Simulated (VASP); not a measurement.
Method: PBE GGA, VASP's PBE PAW potentials (set 64) (plane waves; VASP 6.6.1).

VASP input:

INCAR:
```
! general
SYSTEM =Dy
PREC   =Accurate
ENCUT  =400
LREAL  =.False.
LASPH  =.True.

! electronic loop
EDIFF  =1E-6
NELM   =100
ALGO   =Normal
LMAXMIX=6

! smearing
ISMEAR =1
SIGMA  =0.1

! functional
GGA    =PE

! ions
ISIF   =2

! output
LWAVE  =.False.
LCHARG =.False.
```

**POSCAR**
```
Dy
1
    1.7950000000    -3.1090310000     0.0000000000
    1.7950000000     3.1090310000     0.0000000000
    0.0000000000     0.0000000000     5.6500000000
Dy
2
Direct
  0.3333330000   0.6666670000   0.2500000000
  0.6666670000   0.3333330000   0.7500000000
```

KPOINTS:
```
Regular mesh
0
gamma
11 11 6
```

POTCAR, in this order: Dy_3 (PBE.64 set). Program: vasp_std.

What VASP printed:

File OSZICAR:
```
       N       E                     dE             d eps       ncg     rms          rms(c)
DAV:   1     0.414139384308E+02    0.41414E+02   -0.78066E+03  1672   0.103E+03
DAV:   2    -0.640088481915E+01   -0.47815E+02   -0.46759E+02  1714   0.272E+02
DAV:   3    -0.896218764296E+01   -0.25613E+01   -0.23397E+01  2347   0.353E+01
DAV:   4    -0.905745191943E+01   -0.95264E-01   -0.93664E-01  2161   0.722E+00
DAV:   5    -0.906123482630E+01   -0.37829E-02   -0.37808E-02  2409   0.101E+00    0.241E+01
DAV:   6    -0.906247018604E+01   -0.12354E-02   -0.23935E-02  2521   0.142E+00    0.144E+01
DAV:   7    -0.907091978088E+01   -0.84496E-02   -0.42979E-02  2491   0.195E+00    0.239E-01
DAV:   8    -0.907060294205E+01    0.31684E-03   -0.24442E-03  2104   0.410E-01    0.626E-02
DAV:   9    -0.907061604185E+01   -0.13100E-04   -0.21776E-04  2168   0.134E-01    0.311E-02
DAV:  10    -0.907060943905E+01    0.66028E-05   -0.34070E-05  2118   0.472E-02    0.371E-02
DAV:  11    -0.907061031157E+01   -0.87252E-06   -0.35020E-06  1884   0.158E-02
   1 F= -.90706103E+01 E0= -.90710739E+01  d E =0.139079E-02
```

### OUTCAR
```
------------------------ aborting loop because EDIFF is reached ----------------------------------------
  FORCE on cell =-STRESS in cart. coord.  units (eV):
  Direction    XX          YY          ZZ          XY          YZ          ZX
  --------------------------------------------------------------------------------------
  Total        0.3050901      0.3050901     -0.0660064      0.0000000     -0.0000000     -0.0000000
  in kB        7.7512321      7.7512311     -1.6769843      0.0000000     -0.0000000     -0.0000000
  external PRESSURE =       4.6084930 kB  Pullay stress =       0.0000000 kB
  volume of cell :       63.06
      direct lattice vectors                 reciprocal lattice vectors
     1.795000000 -3.109031000  0.000000000     0.278551532 -0.160821812  0.000000000
     1.795000000  3.109031000  0.000000000     0.278551532  0.160821812  0.000000000
     0.000000000  0.000000000  5.650000000     0.000000000  0.000000000  0.176991150
 POSITION                                       TOTAL-FORCE (eV/Angst)
 -----------------------------------------------------------------------------------
      1.79500      1.03635      1.41250        -0.000000      0.000000      0.000000
      1.79500     -1.03635      4.23750         0.000000     -0.000000      0.000000
 -----------------------------------------------------------------------------------
    total drift:                                0.000000      0.000101     -0.000011
  FREE ENERGIE OF THE ION-ELECTRON SYSTEM (eV)
  ---------------------------------------------------
  free  energy   TOTEN  =        -9.0706103116 eV

  energy  without entropy=       -9.0720010983  energy(sigma->0) =       -9.07107391
```
(Selected blocks of OUTCAR.)

The 4f electrons are frozen in the core of the lanthanide potential, so 4f levels, which can set the real gap, and their magnetism are missing.

The compound is Dy in the hcp structure. The cell was not relaxed at this level.
